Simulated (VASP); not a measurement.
Given:

```yaml
crystal:
  lattice:
    - [3.64951, 0.00000, 0.00000]
    - [-1.82475, 3.16057, 0.00000]
    - [0.00000, 0.00000, 12.07286]
  atoms:
    - { symbol: Sn, position: [0.33333, 0.66667, 0.62502] }
    - { symbol: Sn, position: [0.66667, 0.33333, 0.12502] }
    - { symbol: S, position: [0.66667, 0.33333, 0.74717] }
    - { symbol: S, position: [0.33333, 0.66667, 0.24717] }
    - { symbol: S, position: [0.00000, 0.00000, 0.00281] }
    - { symbol: S, position: [0.00000, 0.00000, 0.50281] }
```

Level of theory: PBEsol GGA, VASP's PBE PAW potentials (set 64) (plane waves; VASP). Run with 400 eV cut-off, 13×13×4 Γ-centred mesh, Gaussian smearing of 0.010 eV, potentials Sn_d S.

Without a dispersion term in the relaxation, distances and binding between the weakly bound layers, chains or molecules are unreliable, and so is what depends on them.

Q: Predict the energy per atom (σ→0).

A: 
- energy per atom (σ→0) = -4.757 eV/atom

Only differences to runs with the same potentials and settings are physical.

The structure comes from a computed database's SnS2 entry (P6_3mc); how it stands against other phases isn't given here. It was relaxed first.
